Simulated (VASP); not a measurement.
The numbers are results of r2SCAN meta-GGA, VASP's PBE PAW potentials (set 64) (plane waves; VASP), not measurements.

A VASP calculation is set up with these files.

File KPOINTS:
```
Automatic mesh
0
Gamma
8 8 8
0 0 0
```

**INCAR**
```
SYSTEM=AuAl2
PREC=Accurate; ENCUT=480; LREAL=.False.
LASPH=.True.
EDIFF=1E-7; NELM=100; ALGO=Normal
LMAXMIX=6; LMIXTAU=.True.
ISMEAR=1; SIGMA=0.1
METAGGA=R2SCAN
IBRION=2; NSW=30; ISIF=2
EDIFFG=-0.01
LWAVE=.False.; LCHARG=.False.
```

**POSCAR**
```
AuAl2
1
    0.0000000000     2.9100000000     2.9100000000
    2.9100000000     0.0000000000     2.9100000000
    2.9100000000     2.9100000000     0.0000000000
Al Au
2 1
Direct
  0.2500000000   0.2500000000   0.2500000000
  0.7500000000   0.7500000000   0.7500000000
  0.0000000000   0.0000000000   0.0000000000
```

POTCAR, in this order: Al Au (PBE.64 set). Program: vasp_std.

What VASP printed:

OUTCAR:
```
 ion  position               nearest neighbor table
   1  0.250  0.250  0.250-   3 2.52   3 2.52   3 2.52   3 2.52   2 2.91   2 2.91   2 2.91   2 2.91
                             2 2.91   2 2.91
   2  0.750  0.750  0.750-   3 2.52   3 2.52   3 2.52   3 2.52   1 2.91   1 2.91   1 2.91   1 2.91
                             1 2.91   1 2.91
   3  0.000  0.000  0.000-   2 2.52   2 2.52   2 2.52   1 2.52   2 2.52   1 2.52   1 2.52   1 2.52
  LATTYP: Found a face centered cubic cell.
 ALAT       =     5.8200000000
 Subroutine PRICEL returns:
 Original cell was already a primitive cell.
 Subroutine GETGRP returns: Found 48 space group operations
The static configuration has the point symmetry O_h .
The dynamic configuration has the point symmetry O_h .
 Subroutine INISYM returns: Found 48 space group operations
 Subroutine IBZKPT returns following result:
 Found     29 irreducible k-points:

 Following reciprocal coordinates:
            Coordinates               Weight
  0.000000  0.000000  0.000000      1.000000
  0.125000  0.000000  0.000000      8.000000
  0.250000  0.000000  0.000000      8.000000
  0.375000  0.000000  0.000000      8.000000
  0.500000  0.000000  0.000000      4.000000
  0.125000  0.125000  0.000000      6.000000
  0.250000  0.125000  0.000000     24.000000
  0.375000  0.125000  0.000000     24.000000
  0.500000  0.125000  0.000000     24.000000
 -0.375000  0.125000  0.000000     24.000000
 -0.250000  0.125000  0.000000     24.000000
 -0.125000  0.125000  0.000000     12.000000
  0.250000  0.250000  0.000000      6.000000
  0.375000  0.250000  0.000000     24.000000
  0.500000  0.250000  0.000000     24.000000
 -0.375000  0.250000  0.000000     24.000000
 -0.250000  0.250000  0.000000     12.000000
  0.375000  0.375000  0.000000      6.000000
  0.500000  0.375000  0.000000     24.000000
 -0.375000  0.375000  0.000000     12.000000
  0.500000  0.500000  0.000000      3.000000
...
```

File OSZICAR:
```
       N       E                     dE             d eps       ncg     rms          rms(c)
DAV:   1     0.384711700488E+01    0.38471E+01   -0.70479E+03   720   0.114E+03
DAV:   2    -0.688190436803E+02   -0.72666E+02   -0.67219E+02   780   0.211E+02
DAV:   3    -0.706839391034E+02   -0.18649E+01   -0.18412E+01   860   0.334E+01
DAV:   4    -0.706991255037E+02   -0.15186E-01   -0.15178E-01   824   0.351E+00
DAV:   5    -0.706993726090E+02   -0.24711E-03   -0.24710E-03   900   0.473E-01    0.114E+01
DAV:   6    -0.653625247097E+02    0.53368E+01   -0.90049E+00   808   0.364E+01    0.553E+00
DAV:   7    -0.653107906458E+02    0.51734E-01   -0.60881E-01   772   0.862E+00    0.254E+00
DAV:   8    -0.653548306858E+02   -0.44040E-01   -0.11608E-01   728   0.261E+00    0.576E-01
DAV:   9    -0.653510583190E+02    0.37724E-02   -0.38580E-02   712   0.164E+00    0.192E-01
DAV:  10    -0.653667034773E+02   -0.15645E-01   -0.10982E-02   724   0.102E+00    0.122E-01
DAV:  11    -0.653663838845E+02    0.31959E-03   -0.76954E-04   800   0.312E-01    0.468E-02
DAV:  12    -0.653668170841E+02   -0.43320E-03   -0.57039E-04   728   0.271E-01    0.103E-02
DAV:  13    -0.653668628293E+02   -0.45745E-04   -0.10289E-04   720   0.128E-01    0.614E-03
DAV:  14    -0.653668610293E+02    0.18000E-05   -0.28033E-06   848   0.206E-02    0.309E-03
DAV:  15    -0.653668626104E+02   -0.15811E-05   -0.45260E-07   788   0.727E-03    0.824E-04
DAV:  16    -0.653668625219E+02    0.88542E-07   -0.60752E-08   416   0.265E-03
   1 F= -.65366863E+02 E0= -.65366485E+02  d E =-.653669E+02
```

OUTCAR:
```
------------------------ aborting loop because EDIFF is reached ----------------------------------------
  FORCE on cell =-STRESS in cart. coord.  units (eV):
  Direction    XX          YY          ZZ          XY          YZ          ZX
  --------------------------------------------------------------------------------------
  Total        4.2237284      4.2237284      4.2237284      0.0000000     -0.0000000      0.0000000
  in kB      137.3085565    137.3085565    137.3085565      0.0000000     -0.0000000      0.0000000
  external PRESSURE =     137.3085565 kB  Pullay stress =       0.0000000 kB
  volume of cell :       49.28
      direct lattice vectors                 reciprocal lattice vectors
     0.000000000  2.910000000  2.910000000    -0.171821306  0.171821306  0.171821306
     2.910000000  0.000000000  2.910000000     0.171821306 -0.171821306  0.171821306
     2.910000000  2.910000000  0.000000000     0.171821306  0.171821306 -0.171821306
 POSITION                                       TOTAL-FORCE (eV/Angst)
 -----------------------------------------------------------------------------------
      1.45500      1.45500      1.45500         0.000000      0.000000      0.000000
      4.36500      4.36500      4.36500         0.000000     -0.000000      0.000000
      0.00000      0.00000      0.00000        -0.000000     -0.000000     -0.000000
 -----------------------------------------------------------------------------------
    total drift:                                0.000000     -0.000000     -0.000000
  FREE ENERGIE OF THE ION-ELECTRON SYSTEM (eV)
  ---------------------------------------------------
  free  energy   TOTEN  =       -65.3668625219 eV

  energy  without entropy=      -65.3657299743  energy(sigma->0) =      -65.36648501

 reached required accuracy - stopping structural energy minimisation
```
(Selected blocks of OUTCAR.)

File OUTCAR:
```
 val. band max:        8.6763175958   @ k =   0.3750   0.1250   0.0000

 cond. band min:       8.9343064057   @ k =   0.3750   0.1250   0.0000


 Fermi energy:         8.9150826738

 k-point     1 :       0.0000    0.0000    0.0000
  band No.  band energies     occupation
      1      -2.9901      2.00000
      2       1.3241      2.00000
      3       1.3241      2.00000
      4       1.3241      2.00000
      5       2.4284      2.00000
      6       2.4284      2.00000
      7      11.8908      0.00000
      8      11.8908      0.00000
      9      11.8908      0.00000
     10      12.4570      0.00000
     11      13.4663      0.00000
     12      13.4663      0.00000

 k-point     2 :       0.1250    0.0000    0.0000
  band No.  band energies     occupation
      1      -2.7590      2.00000
      2       1.2636      2.00000
      3       1.3842      2.00000
      4       1.3842      2.00000
      5       2.4175      2.00000
      6       2.4175      2.00000
      7       9.5140     -0.00000
      8      11.2507      0.00000
      9      11.2507      0.00000
     10      12.5148      0.00000
     11      14.1615      0.00000
     12      14.1615      0.00000

 k-point     3 :       0.2500    0.0000    0.0000
  band No.  band energies     occupation
      1      -2.1014      2.00000
      2       1.1547      2.00000
      3       1.5090      2.00000
      4       1.5090      2.00000
      5       2.4320      2.00000
      6       2.4320      2.00000
      7       6.6304      2.00000
      8      10.2523     -0.00000
      9      10.2523     -0.00000
     10      12.7381      0.00000
     11      13.8250      0.00000
     12      13.8250      0.00000

 k-point     4 :       0.3750    0.0000    0.0000
  band No.  band energies     occupation
      1      -1.2067      2.00000
      2       1.2219      2.00000
      3       1.5861      2.00000
      4       1.5861      2.00000
      5       2.5297      2.00000
      6       2.5297      2.00000
...
```

Unless said otherwise, spin-orbit coupling is left out, though it shifts the bands of the heavy elements here.

The compound is AuAl2 in the fluorite structure. This cell was strained or had an atom moved on purpose. The electron count is odd and the run is not spin-polarised, which forces a metal.
